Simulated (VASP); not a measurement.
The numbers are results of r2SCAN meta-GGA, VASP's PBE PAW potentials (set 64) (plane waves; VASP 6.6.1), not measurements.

VASP ran on this input.

### KPOINTS_OPT
```
k-points along high-symmetry lines
5
Line-mode
Reciprocal
  0.000000   0.000000   0.000000 ! GAMMA
 -0.500000   0.500000   0.000000 ! Y

 -0.500000   0.500000   0.000000 ! Y
 -0.285801   0.714199   0.000000 ! C_0

  0.285801   0.285801   0.000000 ! SIGMA_0
  0.000000   0.000000   0.000000 ! GAMMA

  0.000000   0.000000   0.000000 ! GAMMA
  0.000000   0.000000   0.500000 ! Z

  0.000000   0.000000   0.500000 ! Z
  0.285801   0.285801   0.500000 ! A_0

 -0.285801   0.714199   0.500000 ! E_0
 -0.500000   0.500000   0.500000 ! T

 -0.500000   0.500000   0.500000 ! T
 -0.500000   0.500000   0.000000 ! Y

  0.000000   0.000000   0.000000 ! GAMMA
  0.000000   0.500000   0.000000 ! S

  0.000000   0.500000   0.000000 ! S
  0.000000   0.500000   0.500000 ! R

  0.000000   0.500000   0.500000 ! R
  0.000000   0.000000   0.500000 ! Z

  0.000000   0.000000   0.500000 ! Z
 -0.500000   0.500000   0.500000 ! T
```

**INCAR**
```
ALGO = Normal
EDIFF = 1E-7
ENCUT = 400
ISIF = 2
ISMEAR = -5
LASPH = .True.
LCHARG = .False.
LEFG = .True.
LMAXMIX = 6
LMIXTAU = .True.
LORBIT = 11
LREAL = .False.
LWAVE = .False.
METAGGA = R2SCAN
NEDOS = 601
NELM = 100
PREC = Accurate
SYSTEM = GePt
```

KPOINTS:
```
kpoints
0
gamma
12 12 7
0 0 0
```

**POSCAR**
```
GePt
1
    1.4997909753    -4.6142437888     0.0000000000
    1.4997909753     4.6142437888    -0.0000000000
    0.0000000000     0.0000000000     4.6975079031
Ge Pt
2 2
Direct
  0.6421073350   0.3578926650   0.2500000000
  0.3578926650   0.6421073350   0.7500000000
  0.9120420676   0.0879579324   0.2500000000
  0.0879579324   0.9120420676   0.7500000000
```

POTCAR, in this order: Ge_d Pt (PBE.64 set). Program: vasp_std.

The resulting files:

OUTCAR:
```
 ion  position               nearest neighbor table
   1  0.642  0.358  0.250-   3 2.49   3 2.60   3 2.60   4 2.83   4 2.83   4 2.83   4 2.83
   2  0.358  0.642  0.750-   4 2.49   4 2.60   4 2.60   3 2.83   3 2.83   3 2.83   3 2.83
   3  0.912  0.088  0.250-   1 2.49   1 2.60   1 2.60   2 2.83   2 2.83   2 2.83   2 2.83   4 2.86
                             4 2.86
   4  0.088  0.912  0.750-   2 2.49   2 2.60   2 2.60   1 2.83   1 2.83   1 2.83   1 2.83   3 2.86
                             3 2.86
  LATTYP: Found a base centered orthorhombic cell.
 ALAT       =     2.9995819506
 B/A-ratio  =     3.0765912482
 C/A-ratio  =     1.5660541970
 Subroutine PRICEL returns:
 Original cell was already a primitive cell.
 Subroutine GETGRP returns: Found  8 space group operations
The static configuration has the point symmetry C_2h.
 The point group associated with its full space group is D_2h.
The dynamic configuration has the point symmetry C_2h.
 Subroutine INISYM returns: Found  8 space group operations
 Subroutine IBZKPT returns following result:
 Found    172 irreducible k-points:

 Following reciprocal coordinates:
            Coordinates               Weight
  0.000000  0.000000  0.000000      1.000000
  0.083333  0.000000  0.000000      4.000000
...
```

### OSZICAR
```
       N       E                     dE             d eps       ncg     rms          rms(c)
DAV:   1     0.290290882165E+03    0.29029E+03   -0.20994E+04 11712   0.387E+03
DAV:   2    -0.805784714096E+02   -0.37087E+03   -0.35770E+03  9792   0.784E+02
DAV:   3    -0.138293719806E+03   -0.57715E+02   -0.54774E+02 10724   0.180E+02
DAV:   4    -0.141071276470E+03   -0.27776E+01   -0.27162E+01 11348   0.434E+01
DAV:   5    -0.141143310556E+03   -0.72034E-01   -0.72158E-01 10904   0.708E+00    0.147E+01
DAV:   6    -0.132416054027E+03    0.87273E+01   -0.82144E+00  9940   0.221E+01    0.877E+00
DAV:   7    -0.131466186407E+03    0.94987E+00   -0.86158E-01 11264   0.714E+00    0.437E+00
DAV:   8    -0.131567494704E+03   -0.10131E+00   -0.32661E-01 12380   0.387E+00    0.148E+00
DAV:   9    -0.131456811194E+03    0.11068E+00   -0.19343E-01 10136   0.334E+00    0.217E-01
DAV:  10    -0.131560412595E+03   -0.10360E+00   -0.56447E-02  9904   0.151E+00    0.159E-01
DAV:  11    -0.131552356918E+03    0.80557E-02   -0.11895E-02 10644   0.742E-01    0.164E-01
DAV:  12    -0.131559481115E+03   -0.71242E-02   -0.18075E-03 10124   0.289E-01    0.785E-02
DAV:  13    -0.131561743938E+03   -0.22628E-02   -0.11308E-03 10628   0.181E-01    0.187E-02
DAV:  14    -0.131561811876E+03   -0.67938E-04   -0.96222E-05 10808   0.736E-02    0.106E-02
DAV:  15    -0.131561810293E+03    0.15828E-05   -0.15561E-05 10428   0.325E-02    0.685E-03
DAV:  16    -0.131561837000E+03   -0.26706E-04   -0.16049E-05 10244   0.241E-02    0.187E-03
DAV:  17    -0.131561835132E+03    0.18673E-05   -0.12810E-06  9340   0.840E-03    0.102E-03
DAV:  18    -0.131561836096E+03   -0.96356E-06   -0.12466E-07  6468   0.293E-03    0.587E-04
DAV:  19    -0.131561837154E+03   -0.10582E-05   -0.34641E-08  5336   0.172E-03    0.194E-04
DAV:  20    -0.131561837776E+03   -0.62207E-06   -0.17771E-08  5188   0.109E-03    0.105E-04
DAV:  21    -0.131561837575E+03    0.20098E-06   -0.37796E-09  5200   0.596E-04    0.308E-05
DAV:  22    -0.131561837552E+03    0.23450E-07   -0.12757E-09  5116   0.290E-04
   1 F= -.13156184E+03 E0= -.13156184E+03  d E =0.000000E+00
       N       E                     dE             ncg
```

**OUTCAR**
```
------------------------ aborting loop because EDIFF is reached ----------------------------------------
  FORCE on cell =-STRESS in cart. coord.  units (eV):
  Direction    XX          YY          ZZ          XY          YZ          ZX
  --------------------------------------------------------------------------------------
  Total       -0.1870284     -0.2636369      0.1363228      0.0000000      0.0000000      0.0000000
  in kB       -4.6088165     -6.4966284      3.3593115      0.0000000      0.0000000      0.0000000
  external PRESSURE =      -2.5820444 kB  Pullay stress =       0.0000000 kB
  volume of cell :       65.02
      direct lattice vectors                 reciprocal lattice vectors
     1.499790975 -4.614243789  0.000000000     0.333379790 -0.108360118  0.000000000
     1.499790975  4.614243789  0.000000000     0.333379790  0.108360118  0.000000000
     0.000000000  0.000000000  4.697507903     0.000000000  0.000000000  0.212878833
 POSITION                                       TOTAL-FORCE (eV/Angst)
 -----------------------------------------------------------------------------------
      1.49979     -1.31144      1.17438         0.000000     -0.033341     -0.000000
      1.49979      1.31144      3.52313         0.000000      0.033341      0.000000
      1.49979     -3.80253      1.17438         0.000000     -0.005585     -0.000000
      1.49979      3.80253      3.52313         0.000000      0.005585     -0.000000
 -----------------------------------------------------------------------------------
    total drift:                                0.000000      0.000000     -0.000000
  FREE ENERGIE OF THE ION-ELECTRON SYSTEM (eV)
  ---------------------------------------------------
  free  energy   TOTEN  =      -131.5618375518 eV

  energy  without entropy=     -131.5618375518  energy(sigma->0) =     -131.56183755

 total charge

# of ion       s       p       d       tot
------------------------------------------
    1        1.155   1.034  10.081  12.271
    2        1.155   1.034  10.081  12.271
    3        0.668   0.555   8.153   9.376
    4        0.668   0.555   8.153   9.376
--------------------------------------------------
tot          3.646   3.179  36.468  43.294

 Electric field gradients after diagonalization (V/A^2)
 (convention: |V_zz| > |V_xx| > |V_yy|)
----------------------------------------------------------------------
 ion       V_xx      V_yy      V_zz     asymmetry (V_yy - V_xx)/ V_zz
----------------------------------------------------------------------
   1      68.598    54.424  -123.022       0.115
   2      68.598    54.424  -123.022       0.115
   3    -160.617   -10.339   170.957       0.879
   4    -160.617   -10.339   170.957       0.879
```
(Selected blocks of OUTCAR.)

For a metal the tetrahedron method with Blöchl corrections gives inexact stress and forces.

The structure was generated: GePt was put into the CrB type (Cmcm), which need not be its known phase. It was relaxed first, which changed the volume by -42 %.
